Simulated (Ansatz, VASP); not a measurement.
**ZnS in two plane-wave programs**

Wanted: the spread between two codes on one cell, functional and k mesh. The two relaxations start from unlike cells of this crystal (the structure described is Ansatz's start), so only their ends are compared.

Method: plane waves, with VASP 6.6.1 beside it; relaxation of cell and atoms at r2SCAN with rVV10, in Ansatz 0.2.0.

## (1) The starting structure

The structure is cubic, space group F-43m (No. 216). The conventional cell has a = 5.404 Å, b = 5.404 Å, c = 5.404 Å, α = 90.00°, β = 90.00°, γ = 90.00°. Zn has 4 S at 2.34 Å nearest. Nearest to S lie 4 Zn at 2.34 Å. Farther neighbours and most contacts between anions are not listed.

Structure file:

```cif
data_structure
_symmetry_space_group_name_H-M 'F-43m'
_symmetry_Int_Tables_number 216
_cell_length_a 5.4040
_cell_length_b 5.4040
_cell_length_c 5.4040
_cell_angle_alpha 90.000
_cell_angle_beta 90.000
_cell_angle_gamma 90.000
_cell_volume 157.81
loop_
_atom_site_label
_atom_site_type_symbol
_atom_site_symmetry_multiplicity
_atom_site_Wyckoff_symbol
_atom_site_fract_x
_atom_site_fract_y
_atom_site_fract_z
_atom_site_occupancy
Zn1 Zn 4 d 0.25000 0.25000 0.75000 1
S1 S 4 a 0.00000 0.00000 0.00000 1
```

## (2) VASP: relaxation of cell and atoms, r2SCAN with rVV10

The relaxed volume is the usual yardstick between codes: in a stiff, nearly cubic crystal its relative difference is about their pressure difference at one cell divided by the bulk modulus.

Lines of VASP's logs that name or quote its potential files are left out, and so is its time.

File INCAR:

```
SYSTEM = ZnS
PREC = Accurate
ENCUT = 550
EDIFF = 1E-07
NELM = 120
ISMEAR = 0
SIGMA = 0.02
LREAL = .FALSE.
ALGO = Normal
METAGGA = R2SCAN
LUSE_VDW = .TRUE.
IVDW_NL = 2
BPARAM = 11.95
CPARAM = 0.0093
LASPH = .TRUE.
NBANDS = 15
LORBIT = 11
LWAVE = .FALSE.
LCHARG = .FALSE.
ISIF = 3
IBRION = 2
NSW = 80
EDIFFG = -0.005
GGA_COMPAT = .FALSE.
NELMIN = 4
EFERMI = MIDGAP
LMIXTAU = .TRUE.
KPAR = 2
```

File POSCAR:

```
ZnS
1.0
    0.0000000000      2.6852130109      2.6852130109
    2.6852130109      0.0000000000      2.6852130109
    2.6852130109      2.6852130109      0.0000000000
Zn S
1 1
Direct
    0.2500000000      0.2500000000      0.2500000000
    0.0000000000      0.0000000000      0.0000000000
```

File KPOINTS:

```
Automatic mesh
0
Gamma
8 8 8
0 0 0
```

PAW data sets: Zn and S (PBE family, release 64).

Command:

```sh
$ mpirun -np 2 vasp_std
```

Numbers of over 12 decimals in the logs are rounded to 6 here.

What it wrote:

```text
[banner, memory and clock lines left out]
running    2 mpi-ranks, on    1 nodes
 distrk:  each k-point on    1 cores,    2 groups
 distr:  one band on    1 cores,    1 groups

 POSCAR found type information on POSCAR ZnS
 POSCAR found :  2 types and       2 ions
|                                                                             |
|               ----> ADVICE to this user running VASP <----                  |
|                                                                             |
|     You have switched on vdW-DFT.                                           |
|     This routine was written and supplied by Jiri Klimes. We recommend      |
|     that you carefully read and cite the following publications:            |
|       J. Klimes, D.R. Bowler, A. Michelides                                 |
|          J. Phys.: Cond Matt. 22 022201 (2010)                              |
|       J. Klimes, D.R. Bowler, A. Michelides                                 |
|          Phys. Rev. B. 83, 195131 (2011)                                    |
|     and references therein.                                                 |
|                                                                             |

|                                                                             |
|               ----> ADVICE to this user running VASP <----                  |
|                                                                             |
|     You enforced a specific xc type in the INCAR file but a different       |
|     [... a line on the potential file left out ...]
|     I HOPE YOU KNOW WHAT YOU ARE DOING!                                     |
|                                                                             |

 LDA part: xc-table for (None), standard interpolation
 POSCAR, INCAR and KPOINTS ok, starting setup
 FFT: planning ... GRIDC
 FFT: planning ... GRID_SOFT
 FFT: planning ... GRID
 WAVECAR not read
 entering main loop
       N       E                     dE             d eps       ncg     rms          rms(c)
Total rVV10 correction in eV:      0.4838401    19.1243582
Total rVV10 correction in eV:      0.4838401    19.1243582
DAV:   1     0.683317007872E+02    0.68332E+02   -0.90710E+03   870   0.152E+03
DAV:   2    -0.161195039956E+02   -0.84451E+02   -0.78670E+02   954   0.271E+02
DAV:   3    -0.213788282411E+02   -0.52593E+01   -0.52281E+01  1115   0.651E+01
DAV:   4    -0.214294937312E+02   -0.50665E-01   -0.50653E-01  1024   0.665E+00
DAV:   5    -0.214300049167E+02   -0.51119E-03   -0.51116E-03  1115   0.639E-01    0.735E+00
Total rVV10 correction in eV:      0.4902245    19.1243596
Total rVV10 correction in eV:      0.4902245    19.1243596
DAV:   6    -0.183470065078E+02    0.30830E+01   -0.18163E+00   961   0.431E+01    0.675E+00
Total rVV10 correction in eV:      0.4978923    19.1243596
Total rVV10 correction in eV:      0.4978923    19.1243596
DAV:   7    -0.182764566085E+02    0.70550E-01   -0.56938E-01   933   0.144E+01    0.356E+00
Total rVV10 correction in eV:      0.5017778    19.1243596
Total rVV10 correction in eV:      0.5017778    19.1243596
DAV:   8    -0.183398109177E+02   -0.63354E-01   -0.12341E-01   870   0.440E+00    0.150E+00
Total rVV10 correction in eV:      0.5042285    19.1243596
Total rVV10 correction in eV:      0.5042285    19.1243596
DAV:   9    -0.183237477368E+02    0.16063E-01   -0.12106E-01   870   0.352E+00    0.351E-01
Total rVV10 correction in eV:      0.5040248    19.1243596
Total rVV10 correction in eV:      0.5040248    19.1243596
DAV:  10    -0.183531345774E+02   -0.29387E-01   -0.44922E-02   870   0.211E+00    0.148E-01
Total rVV10 correction in eV:      0.5040953    19.1243596
Total rVV10 correction in eV:      0.5040953    19.1243596
DAV:  11    -0.183596061384E+02   -0.64716E-02   -0.31228E-03   996   0.690E-01    0.586E-02
Total rVV10 correction in eV:      0.5045690    19.1243596
Total rVV10 correction in eV:      0.5045690    19.1243596
DAV:  12    -0.183494521768E+02    0.10154E-01   -0.36881E-03   870   0.750E-01    0.949E-02
Total rVV10 correction in eV:      0.5048410    19.1243596
Total rVV10 correction in eV:      0.5048410    19.1243596
DAV:  13    -0.183597724150E+02   -0.10320E-01   -0.23680E-03   870   0.540E-01    0.177E-02
Total rVV10 correction in eV:      0.5047954    19.1243596
Total rVV10 correction in eV:      0.5047954    19.1243596
DAV:  14    -0.183598836211E+02   -0.11121E-03   -0.53123E-05  1073   0.741E-02    0.102E-02
Total rVV10 correction in eV:      0.5047936    19.1243596
Total rVV10 correction in eV:      0.5047936    19.1243596
DAV:  15    -0.183598836291E+02   -0.79610E-08   -0.97701E-07  1052   0.966E-03
Total rVV10 correction in eV:      0.5047243    19.1243596
[...]
Total rVV10 correction in eV:      0.5039699    19.1243594
Total rVV10 correction in eV:      0.5039699    19.1243594
DAV:  10    -0.183598225608E+02    0.42523E-06   -0.73987E-08   694   0.285E-03    0.885E-04
Total rVV10 correction in eV:      0.5039699    19.1243594
Total rVV10 correction in eV:      0.5039699    19.1243594
DAV:  11    -0.183598226413E+02   -0.80531E-07   -0.43226E-09   463   0.669E-04
Total rVV10 correction in eV:      0.5039701    19.1243594
Total rVV10 correction in eV:      0.5039701    19.1243594
Total rVV10 correction in eV:      0.5039695    19.1243594
Total rVV10 correction in eV:      0.5039695    19.1243594
   2 F= -.18359823E+02 E0= -.18359823E+02  d E =0.609878E-04
[...]
3 F= -.18359899E+02 E0= -.18359899E+02  d E =-.155107E-04
[...]
4 F= -.18359901E+02 E0= -.18359901E+02  d E =-.172174E-04
[...]
5 F= -.18359898E+02 E0= -.18359898E+02  d E =-.143519E-04
 curvature:  -0.26 expect dE=-0.219E-05 dE for cont linesearch -0.219E-05
 ZBRENT: bisectioning
 opt :   0.0589  next Energy=   -18.359900 (dE=-0.163E-04)
 bond charge predicted
       N       E                     dE             d eps       ncg     rms          rms(c)
Total rVV10 correction in eV:      0.5046502    19.1243596
Total rVV10 correction in eV:      0.5046502    19.1243596
DAV:   1    -0.183599088042E+02   -0.10840E-04   -0.10127E-04  1045   0.229E-01    0.219E-02
Total rVV10 correction in eV:      0.5046871    19.1243596
Total rVV10 correction in eV:      0.5046871    19.1243596
DAV:   2    -0.183598938902E+02    0.14914E-04   -0.22229E-05  1073   0.145E-01    0.877E-03
Total rVV10 correction in eV:      0.5046958    19.1243596
Total rVV10 correction in eV:      0.5046958    19.1243596
DAV:   3    -0.183598940833E+02   -0.19311E-06   -0.74540E-07   933   0.871E-03    0.415E-03
Total rVV10 correction in eV:      0.5047032    19.1243596
Total rVV10 correction in eV:      0.5047032    19.1243596
DAV:   4    -0.183598944475E+02   -0.36419E-06   -0.69374E-07  1024   0.100E-02    0.198E-03
Total rVV10 correction in eV:      0.5047015    19.1243596
Total rVV10 correction in eV:      0.5047015    19.1243596
DAV:   5    -0.183598947603E+02   -0.31273E-06   -0.95882E-08   519   0.353E-03    0.159E-03
Total rVV10 correction in eV:      0.5046999    19.1243596
Total rVV10 correction in eV:      0.5046999    19.1243596
DAV:   6    -0.183598953582E+02   -0.59794E-06   -0.45573E-08   435   0.316E-03    0.547E-04
Total rVV10 correction in eV:      0.5047010    19.1243596
Total rVV10 correction in eV:      0.5047010    19.1243596
DAV:   7    -0.183598954144E+02   -0.56174E-07   -0.29951E-08   435   0.231E-03
Total rVV10 correction in eV:      0.5047015    19.1243596
Total rVV10 correction in eV:      0.5047015    19.1243596
Total rVV10 correction in eV:      0.5047009    19.1243596
Total rVV10 correction in eV:      0.5047009    19.1243596
   6 F= -.18359895E+02 E0= -.18359895E+02  d E =-.117853E-04
 curvature:  -0.23 expect dE=-0.564E-06 dE for cont linesearch -0.564E-06
 trial: gam= 0.00000 g(F)=  0.392E-46 g(S)=  0.247E-05 ort =-0.221E-04 (trialstep = 0.812E+00)
 search vector abs. value=  0.247E-05
 reached required accuracy - stopping structural energy minimisation
```

From OUTCAR (step 2):

```text
ion  position               nearest neighbor table
   1  0.250  0.250  0.250-   2 2.33   2 2.33   2 2.33   2 2.33
   2  0.000  0.000  0.000-   1 2.33   1 2.33   1 2.33   1 2.33

  LATTYP: Found a face centered cubic cell.
 ALAT       =     5.3704260218

 Subroutine GETGRP returns: Found 24 space group operations
 (whereof 24 operations were pure point group operations)

The static configuration has the point symmetry T_d .

 Found     29 irreducible k-points:

   k-points           NKPTS =     29   k-points in BZ     NKDIM =     29   number of bands    NBANDS=     15

   dimension x,y,z NGX =    30 NGY =   30 NGZ =   30
   dimension x,y,z NGXF=    60 NGYF=   60 NGZF=   60

   ENCUT  =  550.0 eV  40.42 Ry    6.36 a.u.   7.26  7.26  7.26*2*pi/ulx,y,z

   NELECT =      18.0000    total number of electrons

 k-points in reciprocal lattice and weights: Automatic mesh
   0.00000000  0.00000000  0.00000000       0.002
   0.12500000  0.00000000  0.00000000       0.016
   0.25000000  0.00000000  0.00000000       0.016
   0.37500000  0.00000000  0.00000000       0.016
   0.50000000  0.00000000  0.00000000       0.008
   0.12500000  0.12500000  0.00000000       0.012
   0.25000000  0.12500000  0.00000000       0.047
   0.37500000  0.12500000  0.00000000       0.047
   0.50000000  0.12500000  0.00000000       0.047
[...]
-0.37500000  0.50000000  0.12500000       0.023
  -0.25000000  0.50000000  0.25000000       0.012

 average (electrostatic) potential at core
       1 -41.6387       2 -91.5030

 E-fermi :   3.3593

 k-point     1 :       0.0000    0.0000    0.0000
  band No.  band energies     occupation
    ...
      5      -3.9954      2.00000
      6      -3.9954      2.00000
      7       2.0032      2.00000
      8       2.0032      2.00000
      9       2.0032      2.00000
     10       4.7153      0.00000
     11       8.8694      0.00000
     12       8.8694      0.00000
     13       8.8694      0.00000
     14      14.3129      0.00000
    ...

 k-point     2 :       0.1250    0.0000    0.0000
  band No.  band energies     occupation
    ...
      5      -3.9972      2.00000
      6      -3.9972      2.00000
      7       0.8957      2.00000
      8       1.8475      2.00000
      9       1.8475      2.00000
     10       5.5120      0.00000
     11       8.7726      0.00000
     12       9.1389      0.00000
     13       9.1389      0.00000
     14      13.6818      0.00000
    ...

 k-point     3 :       0.2500    0.0000    0.0000
  band No.  band energies     occupation
    ...
      5      -3.9939      2.00000
      6      -3.9939      2.00000
      7      -0.9040      2.00000
      8       1.5074      2.00000
      9       1.5074      2.00000
     10       6.0346      0.00000
     11       9.4717      0.00000
     12       9.5117      0.00000
     13       9.5117      0.00000
     14      13.4885      0.00000
    ...

  Total        0.0058460      0.0058460      0.0058460     -0.0000000     -0.0000000      0.0000000
  in kB        0.2419337      0.2419337      0.2419337     -0.0000000     -0.0000000      0.0000000
  external PRESSURE =       0.2419337 kB  Pullay stress =       0.0000000 kB

  energy-cutoff  :      550.00
  volume of cell :       38.71
      direct lattice vectors                 reciprocal lattice vectors
    -0.000000000  2.685013465  2.685013465    -0.186218805  0.186218805  0.186218805
     2.685013465 -0.000000000  2.685013465     0.186218805 -0.186218805  0.186218805
     2.685013465  2.685013465  0.000000000     0.186218805  0.186218805 -0.186218805

 POSITION                                       TOTAL-FORCE (eV/Angst)
 -----------------------------------------------------------------------------------
      1.34251      1.34251      1.34251         0.000000      0.000000      0.000000
      0.00000      0.00000      0.00000        -0.000000     -0.000000     -0.000000
 -----------------------------------------------------------------------------------
    total drift:                                0.000001      0.000001      0.000001

  FREE ENERGIE OF THE ION-ELECTRON SYSTEM (eV)
  ---------------------------------------------------
  free  energy   TOTEN  =       -18.3598954144 eV

  energy  without entropy=      -18.3598954144  energy(sigma->0) =      -18.35989541

 reached required accuracy - stopping structural energy minimisation

 total charge
# of ion       s       p       d       tot
------------------------------------------
    1        0.506   0.491   9.818  10.815
    2        1.302   2.469   0.000   3.771
--------------------------------------------------
tot          1.807   2.960   9.818  14.585

[... 3 further parts left out ...]
```

The run keeps the 24 symmetry operations of its start, so it cannot find a distortion of lower symmetry.

(Continued in part 2 of 2.)

[Lines on the potential files, build, host, timing and source positions are cut from VASP's logs without a mark.]

[Logs are printed without paths, hosts, clocks, repeated set-up lines and the standing remarks that a program may print on its own settings, such as how far it seeks lower states.]

[Hosts, paths, dates, database ids (printed as entryN), source tags and the programs' standing remarks are cut or masked in the printed files.]
